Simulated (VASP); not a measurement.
# B2C (C2) in VASP: notebook, part 2 of 2

VASP 6.6.1. Earlier steps stand in the parts before.

### Step 4. Single point, r2SCAN

INCAR

```
  ALGO = Normal
  EDIFF = 1E-6
  ENCUT = 520
  ISIF = 2
  ISMEAR = 0
  KPAR = 8
  LASPH = True
  LCHARG = False
  LMIXTAU = True
  LREAL = False
  LWAVE = False
  METAGGA = R2SCAN
  NELM = 150
  PREC = Accurate
  SIGMA = 0.1
```

KPOINTS

```
k-points
0
Gamma
  6 6 6
```

POSCAR

```
B2C                                     
1.0
    6.0335760005     -1.9402049592      0.0046625103
    6.0335760005      1.9402049592      0.0046625103
   -0.2865434345      0.0000000000      3.8582815620
  B               C             
     8     4
Direct
     0.3088963348846028    0.5880602198158370    0.6692591469613024
     0.6746212783446133    0.1927901294880859    0.2909017782139331
     0.8072098705119141    0.3253787216553867    0.7090982217860670
     0.4119397801841630    0.6911036651153972    0.3307408530386976
     0.3440008820830982    0.2915583535952643    0.4745528287783174
     0.7082792260160191    0.8965707350656132    0.0844237208061801
     0.7084416464047357    0.6559991179169018    0.5254471712216826
     0.1034292649343867    0.2917207739839808    0.9155762791938199
     0.0336068983030786    0.9663931016969215    0.5000000000000000
     0.5312021071780471    0.4687978928219529    0.0000000000000000
     0.4799375070430321    0.0166966658876817    0.7496345783007029
     0.9833033341123183    0.5200624929569678    0.2503654216992972
```

Potentials or basis: VASP PAW PBE potentials, release 64 (B, C).

Command:

```sh
$ cat potpaw_PBE.64/B/POTCAR potpaw_PBE.64/C/POTCAR > POTCAR
$ mpirun -np 8 vasp_std > vasp.out
```

OUTCAR:

```text
EDIFF = 1E-6
   ENCUT = 520
   ISIF = 2
   ISMEAR = 0
   LASPH = True
   LREAL = False
   METAGGA = R2SCAN
   NELM = 150
   PREC = Accurate

 ion  position               nearest neighbor table
   1  0.309  0.588  0.669-  10 1.53   9 1.58   5 1.82   4 1.87   3 2.05   2 2.08
   2  0.675  0.193  0.291-   9 1.58  10 1.64   5 1.82   6 1.84   4 2.05   1 2.08
   3  0.807  0.325  0.709-   9 1.58  10 1.64   7 1.82   8 1.84   1 2.05   4 2.08
   4  0.412  0.691  0.331-  10 1.53   9 1.58   7 1.82   1 1.87   2 2.05   3 2.08
   5  0.344  0.292  0.475-  12 1.61  11 1.61   1 1.82   2 1.82   6 2.11
   6  0.708  0.897  0.084-  11 1.56  12 1.56   2 1.84   5 2.11
   7  0.708  0.656  0.525-  11 1.61  12 1.61   4 1.82   3 1.82   8 2.11
   8  0.103  0.292  0.916-  12 1.56  11 1.56   3 1.84   7 2.11
   9  0.034  0.966  0.500-   1 1.58   4 1.58   3 1.58   2 1.58
  10  0.531  0.469  0.000-   1 1.53   4 1.53   3 1.64   2 1.64
  11  0.480  0.017  0.750-   6 1.56   8 1.56   7 1.61   5 1.61
  12  0.983  0.520  0.250-   8 1.56   6 1.56   5 1.61   7 1.61

[... 213 lines left out ...]

 k-point     1 :       0.0000    0.0000    0.0000
  band No.  band energies     occupation
      1     -11.9861      2.00000
      2     -10.3012      2.00000
      3      -6.2904      2.00000
      4      -6.2390      2.00000
      5      -5.9737      2.00000
      6      -2.9869      2.00000
[... 709 lines left out ...]
     26      12.6298      0.00000
     27      13.1953      0.00000

 [... further k-points ...]
[... 5 lines left out ...]
  --------------------------------------------------------------------------------------
  -------------------------------------------------------------------------------------
  Total       -0.4966743     -1.0885921     -1.0663939      0.0000000      0.0000000      0.0391266
  in kB       -8.8086840    -19.3065438    -18.9128511      0.0000000      0.0000000      0.6939236
  external PRESSURE =     -15.6760263 kB  Pullay stress =       0.0000000 kB

 VOLUME and BASIS-vectors are now :
 -----------------------------------------------------------------------------
  energy-cutoff  :      520.00
  volume of cell :       90.34
      direct lattice vectors                 reciprocal lattice vectors
     6.033576001 -1.940204959  0.004662510     0.082864839 -0.257704732  0.006154132
     6.033576001  1.940204959  0.004662510     0.082864839  0.257704732  0.006154132
    -0.286543435  0.000000000  3.858281562    -0.000200275  0.000000000  0.259167870

 POSITION                                       TOTAL-FORCE (eV/Angst)
 -----------------------------------------------------------------------------------
      5.22008      0.54164      2.58637         0.135139      0.055193      0.120094
      5.15024     -0.93485      1.12643         0.045350     -0.098440      0.005579
      6.63037     -0.93485      2.74118        -0.045350     -0.098440     -0.005579
      6.56052      0.54164      1.28123        -0.135139      0.055193     -0.120094
      3.69871     -0.10175      1.83392        -0.015456      0.012300      0.025292
      9.65879      0.36532      0.33321        -0.028432     -0.085400     -0.069859
      8.08189     -0.10175      2.03368         0.015456      0.012300     -0.025292
      2.12182      0.36532      3.53439         0.028432     -0.085400      0.069859
      5.89030      1.80980      1.93380        -0.000000      0.025360     -0.000000
      6.03358     -0.12108      0.00466         0.000000      0.136973     -0.000000
      2.78168     -0.89878      2.89462         0.001763      0.035180      0.042583
      8.99893     -0.89878      0.97299        -0.001763      0.035180     -0.042583
 -----------------------------------------------------------------------------------
    total drift:                               -0.000000      0.000120     -0.000000

  FREE ENERGIE OF THE ION-ELECTRON SYSTEM (eV)
  ---------------------------------------------------
  free  energy   TOTEN  =       -95.4095145565 eV

  energy  without entropy=      -95.3992579206  energy(sigma->0) =      -95.40438624
```

OSZICAR:

```text
N       E                     dE             d eps       ncg     rms          rms(c)
DAV:   1     0.103672960388E+03    0.10367E+03   -0.20447E+04  3672   0.142E+03
DAV:   2    -0.983124894640E+02   -0.20199E+03   -0.19617E+03  4592   0.265E+02
DAV:   3    -0.108062448488E+03   -0.97500E+01   -0.96618E+01  4693   0.565E+01
[... 13 lines left out ...]
DAV:  17    -0.954095092212E+02    0.25730E-05   -0.26215E-05  4237   0.419E-02    0.259E-02
DAV:  18    -0.954095103281E+02   -0.11069E-05   -0.61206E-06  4017   0.174E-02    0.604E-03
DAV:  19    -0.954095130967E+02   -0.27686E-05   -0.36048E-06  3663   0.180E-02    0.769E-04
DAV:  20    -0.954095144914E+02   -0.13947E-05   -0.52154E-07  2235   0.623E-03    0.420E-04
DAV:  21    -0.954095145565E+02   -0.65113E-07   -0.84975E-08  2151   0.235E-03
   1 F= -.95409515E+02 E0= -.95404386E+02  d E =-.102566E-01
```

stdout:

```text
POSCAR found type information on POSCAR B C
 POSCAR found :  2 types and      12 ions
 scaLAPACK will be used
 -----------------------------------------------------------------------------
|                                                                             |
|           W    W    AA    RRRRR   N    N  II  N    N   GGGG   !!!           |
|           W    W   A  A   R    R  NN   N  II  NN   N  G    G  !!!           |
[... 20 lines left out ...]
|                                                                             |
 -----------------------------------------------------------------------------

 LDA part: xc-table for (None), standard interpolation
 POSCAR, INCAR and KPOINTS ok, starting setup
 FFT: planning ... GRIDC
 FFT: planning ... GRID_SOFT
 FFT: planning ... GRID
 WAVECAR not read
 entering main loop
```

Run time: 3.2 min. Hardware: 8 MPI ranks of Intel Xeon Platinum 8488C (Sapphire Rapids), shared host; peak memory 0.37 GiB.

What came out:

```yaml
Free_energy: -95.4095 eV
Pressure: -1.6 GPa
Largest_force: 0.189 eV/Å
Band_gap_on_the_k_mesh: none (metal or under the smearing width)
```

Forces on the atoms (eV/Å):
```
B    0.135  0.055  0.120
B    0.045 -0.098  0.006
B   -0.045 -0.098 -0.006
B   -0.135  0.055 -0.120
B   -0.015  0.012  0.025
B   -0.028 -0.085 -0.070
B    0.015  0.012 -0.025
B    0.028 -0.085  0.070
C    0.000  0.025  0.000
C    0.000  0.137  0.000
C    0.002  0.035  0.043
C   -0.002  0.035 -0.043
```

Levels at points of the mesh, in eV from the Fermi level:
| k point | band 17 | band 18 | band 19 | band 20 | band 21 | band 22 | band 23 | band 24 |
| --- | --- | --- | --- | --- | --- | --- | --- | --- |
| (0.00, 0.00, 0.00) | -2.76 | -2.47 | -2.36 | -1.44 | -1.08 | 2.80 | 2.87 | 5.40 |
| (0.50, 0.00, 0.00) | -1.82 | -1.55 | -1.44 | -0.28 | 0.12 | 2.43 | 2.91 | 5.06 |
| (0.50, 0.50, 0.00) | -2.31 | -2.06 | -1.71 | -1.53 | 0.83 | 1.96 | 3.13 | 4.30 |
| (0.00, 0.00, 0.50) | -2.00 | -1.76 | -1.21 | -0.87 | 0.88 | 1.95 | 3.42 | 4.93 |
| (0.50, 0.00, 0.50) | -1.81 | -0.81 | -0.20 | 0.71 | 1.05 | 2.93 | 4.86 | 6.69 |
| (0.50, 0.50, 0.50) | -1.86 | -1.60 | -1.53 | -0.89 | 1.01 | 2.14 | 3.52 | 4.48 |

Caveat: the PAW data sets were made with another functional, which shifts forces and pressure a little.
